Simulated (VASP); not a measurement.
A snapshot from molecular dynamics of Ge, step 151; the first frame, the perfect lattice, has an electronic free energy F (no ionic kinetic energy) of -4.325 eV/atom.

Here is the system:

```
Ge
1.0
   11.31600     0.00000     0.00000
    0.00000    11.31600     0.00000
    0.00000     0.00000    11.31600
Ge
64
Direct
  0.50115   0.00831   0.00919
  0.63047   0.13225   0.12932
  0.75394   0.25377   0.00021
  0.87410   0.37298   0.14278
  0.75217   0.98938   0.24012
  0.87781   0.11108   0.37622
  0.99811   0.99918   0.99346
  0.12159   0.12586   0.11394
  0.25868   0.23727   0.98894
  0.37483   0.37017   0.11177
  0.48989   0.50126   0.99364
  0.60913   0.62625   0.12369
  0.73913   0.74275   0.99580
  0.86941   0.85883   0.11653
  0.24935   0.00862   0.24795
  0.37589   0.13079   0.37091
  0.51293   0.26538   0.25292
  0.63056   0.38661   0.37951
  0.74565   0.52157   0.25400
  0.87435   0.64439   0.37383
  0.49409   0.00011   0.49944
  0.62226   0.12242   0.61905
  0.74765   0.24564   0.49620
  0.87813   0.36950   0.61403
  0.76011   0.01590   0.75209
  0.88256   0.14052   0.87519
  0.00327   0.49381   0.00834
  0.13815   0.62408   0.13248
  0.25430   0.75726   0.00812
  0.38067   0.88166   0.12873
  0.00313   0.24428   0.25663
  0.12642   0.37672   0.37937
  0.25784   0.48893   0.23632
  0.37406   0.61569   0.37267
  0.49771   0.75015   0.26609
  0.62996   0.88120   0.37685
  0.00492   0.98822   0.50549
  0.13505   0.11488   0.61998
  0.24927   0.24940   0.50311
  0.36794   0.37433   0.63655
  0.49636   0.50324   0.51562
  0.62724   0.63059   0.63146
  0.74519   0.76785   0.50556
  0.88337   0.87380   0.63960
  0.24993   0.97438   0.74229
  0.37150   0.10516   0.86460
  0.48471   0.23879   0.74485
  0.61396   0.37157   0.87175
  0.74992   0.49208   0.74677
  0.86790   0.60334   0.88549
  0.00819   0.75658   0.24648
  0.13236   0.87614   0.36449
  0.98884   0.51290   0.49328
  0.10514   0.63064   0.62995
  0.24036   0.74386   0.49258
  0.37517   0.85422   0.60722
  0.01787   0.24497   0.74581
  0.13612   0.38296   0.87345
  0.24452   0.51272   0.74371
  0.37583   0.63711   0.86982
  0.50118   0.76524   0.75446
  0.62726   0.89292   0.88129
  0.98775   0.73934   0.76968
  0.12273   0.86822   0.87831
```

The numbers are results of PBE GGA, VASP's PBE PAW potentials (set 64) (plane waves; VASP), not measurements. Numerical set-up: PREC = Normal, LREAL = Auto, ISYM = 0, EDIFF = 1E-5, 300 eV cut-off, 1×1×1 Γ-centred mesh, Fermi-Dirac smearing of 0.026 eV, potentials Ge.

Problem. Give F per atom of this frame and the forces (eV/Å).

Solution. -4.298 eV/atom.
| atom | Fx | Fy | Fz |
|---|---|---|---|
| Ge1 | 0.03 | 0.35 | -0.14 |
| Ge2 | 0.18 | -0.17 | -0.14 |
| Ge3 | -0.46 | 0.84 | 0.39 |
| Ge4 | -0.23 | 0.54 | -0.53 |
| Ge5 | 0.26 | 0.66 | 0.30 |
| Ge6 | -0.18 | -0.03 | -0.12 |
| Ge7 | -0.71 | -0.18 | 0.33 |
| Ge8 | 0.16 | 0.00 | 0.53 |
| Ge9 | -0.67 | 0.60 | -0.07 |
| Ge10 | 0.69 | -1.07 | 0.15 |
| Ge11 | 0.30 | 0.28 | -0.29 |
| Ge12 | 0.09 | 0.10 | 0.08 |
| Ge13 | -0.17 | -0.16 | -0.23 |
| Ge14 | 0.76 | 0.65 | -0.37 |
| Ge15 | 0.15 | 0.30 | -0.56 |
| Ge16 | 0.49 | 0.53 | -0.01 |
| Ge17 | -1.04 | -0.45 | -0.31 |
| Ge18 | 0.00 | 0.50 | 0.50 |
| Ge19 | 0.22 | -0.74 | -0.27 |
| Ge20 | -0.36 | 0.44 | -0.05 |
| Ge21 | -0.07 | -0.07 | -0.43 |
| Ge22 | -0.07 | 0.11 | 0.44 |
| Ge23 | 0.31 | -0.08 | -0.41 |
| Ge24 | 0.28 | -0.19 | 0.57 |
| Ge25 | -0.56 | -0.32 | -0.02 |
| Ge26 | 0.32 | -0.44 | -0.18 |
| Ge27 | 0.34 | -0.11 | 0.77 |
| Ge28 | -1.01 | 0.15 | -0.89 |
| Ge29 | 0.08 | -0.26 | -0.23 |
| Ge30 | -0.06 | -0.41 | 0.76 |
| Ge31 | -0.01 | -0.05 | 0.24 |
| Ge32 | -0.17 | 0.33 | -0.38 |
| Ge33 | -0.25 | -0.09 | 1.64 |
| Ge34 | -0.39 | -0.46 | 0.50 |
| Ge35 | 0.06 | 0.41 | -0.77 |
| Ge36 | -0.92 | 0.30 | -0.35 |
| Ge37 | 0.07 | 0.20 | -0.45 |
| Ge38 | -0.18 | -0.37 | 0.40 |
| Ge39 | 0.40 | 0.46 | -0.18 |
| Ge40 | -0.18 | 0.27 | -0.89 |
| Ge41 | 0.13 | -0.26 | -0.47 |
| Ge42 | 0.06 | 0.29 | 0.07 |
| Ge43 | 0.93 | -0.92 | 0.82 |
| Ge44 | -0.72 | 0.06 | -0.12 |
| Ge45 | 0.15 | 0.26 | -0.35 |
| Ge46 | 0.05 | -0.36 | 0.21 |
| Ge47 | 1.21 | 0.16 | 0.66 |
| Ge48 | 0.35 | -0.44 | -0.20 |
| Ge49 | -0.20 | -0.48 | -0.18 |
| Ge50 | -0.20 | 0.45 | -0.03 |
| Ge51 | -0.43 | -0.58 | -0.33 |
| Ge52 | -0.21 | 0.49 | 0.77 |
| Ge53 | 0.42 | -0.93 | 0.11 |
| Ge54 | 0.67 | 0.01 | -0.72 |
| Ge55 | -0.32 | -0.95 | -0.20 |
| Ge56 | 0.16 | 0.90 | 0.55 |
| Ge57 | -0.30 | 1.11 | -0.16 |
| Ge58 | -0.30 | -0.76 | 0.13 |
| Ge59 | 0.23 | 0.39 | 0.45 |
| Ge60 | -0.45 | -0.17 | 0.11 |
| Ge61 | 0.69 | -0.26 | -0.10 |
| Ge62 | 0.50 | -0.36 | -0.60 |
| Ge63 | 0.04 | 0.18 | 0.23 |
| Ge64 | -0.03 | -0.19 | 0.00 |

The cell is a supercell, built from Ge (diamond). Its lattice is the typed one, not relaxed at this level.
